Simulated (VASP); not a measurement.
Cost and result of VASP (PAW) for the bulk modulus of CdSe (wurtzite). Static lattice, third-order Birch-Murnaghan fit over five volumes. The cost counts the five points of the equation of state, each on the mesh and cut-off of its row, so the ratios hold those differences too. With PBE it took about 4 core-minutes. Costs are core time on shared hosts, one run each; read them as rough ratios.

Measured: 53.4 GPa (as given by Michael Grünwald et al., The Journal of Chemical Physics (2012), arXiv:1201.2992).

```tsv
level	k-mesh	cut-off (eV)	bulk modulus (GPa)	error (%)	cost over PBE
PBE-D4	6×6×3	520	49.8	-6.7	within a factor of 2
PBEsol	7×7×4	520	51.8	-3.1	within a factor of 2
PBE	7×7×4	520	44.6	-16.6	reference
rev-vdW-DF2	6×6×3	520	47.6	-10.8	about 3 times
r2SCAN	6×6×3	520	?	?	about 5 times
revTPSS	6×6×3	520	47.4	-11.3	about 5 times
SCAN	6×6×3	520	?	?	?
```

Task: Some entries are withheld; supply them.

Result: 
- r2SCAN, bulk modulus (GPa): 51.4
- r2SCAN, error (%): -3.7
- SCAN, bulk modulus (GPa): 52.1
- SCAN, error (%): -2.4
- SCAN, cost over PBE: about 7 times

Left out are levels that failed, ran on another kind of processor or have no fit band path; at most nine are shown.

The compound is CdSe in the wurtzite structure.
